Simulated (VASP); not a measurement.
The system is Mn2C.

```
Mn C
1.0
     4.69000    0.00000    0.00000
     0.00000    5.11000    0.00000
     0.00000    0.00000    3.08000
Mn C
4 2
Direct
  0.75000 0.16700 0.50000
  0.25000 0.83300 0.50000
  0.75000 0.66700 0.00000
  0.25000 0.33300 0.00000
  0.50000 0.50000 0.50000
  0.00000 0.00000 0.00000
```

The cell was built by a generator and needn't be a form met in nature.

| Item | Value |
| --- | --- |
| Program | VASP 6.6.1 |
| Task | relaxation of cell and atoms |
| Functional | PBE |
| Potentials or basis | VASP PAW PBE potentials, release 64 (Mn_pv, C) |
| Cutoff | 520 eV |
| k mesh | 4 × 4 × 6 |
| Occupations | gaussian, width 0.15 eV |
| Spin | collinear spin, ferromagnetic start |
| Starting moments | [4.0, 4.0, 4.0, 4.0, 0.0, 0.0] μB |

At the start: pressure -26.6 GPa; volume 12.30 Å³/atom.

**Question.** Where does the relaxation end?

**Answer.** Over 8 steps the energy falls by 249.1 meV/atom and the volume is 10.02 Å³/atom (-18.5 %); space group Pnnm (No. 58, to 0.05 Å); moment 7.98 μB per cell.

Step by step:
```tsv
step	energy change (eV)	largest force (eV/Å)	pressure (GPa)	volume (Å³)
1	0.0000	0.8466	-26.58	73.81
2	-1.0768	0.5840	24.96	54.09
3	-1.4609	0.3327	1.04	59.74
4	-1.4604	0.3463	-0.83	60.00
5	-1.4850	0.1201	0.09	60.01
6	-1.4928	0.0892	0.30	60.01
7	-1.4943	0.0198	-1.03	60.19
8	-1.4944	0.0412	-0.23	60.14
```

Final structure:
```cif
data_structure
_symmetry_space_group_name_H-M 'P 1'
_symmetry_Int_Tables_number 1
_cell_length_a 4.4748
_cell_length_b 4.6915
_cell_length_c 2.8648
_cell_angle_alpha 90.000
_cell_angle_beta 90.000
_cell_angle_gamma 90.000
_cell_volume 60.14
loop_
_atom_site_label
_atom_site_type_symbol
_atom_site_fract_x
_atom_site_fract_y
_atom_site_fract_z
_atom_site_occupancy
Mn1 Mn 0.75805 0.16086 0.50000 1
Mn2 Mn 0.24195 0.83914 0.50000 1
Mn3 Mn 0.74195 0.66086 0.00000 1
Mn4 Mn 0.25805 0.33914 0.00000 1
C1 C 0.50000 0.50000 0.50000 1
C2 C 0.00000 0.00000 0.00000 1
```

Caveat: the volume moved by over 15 % at a fixed basis, so the end points are rough.
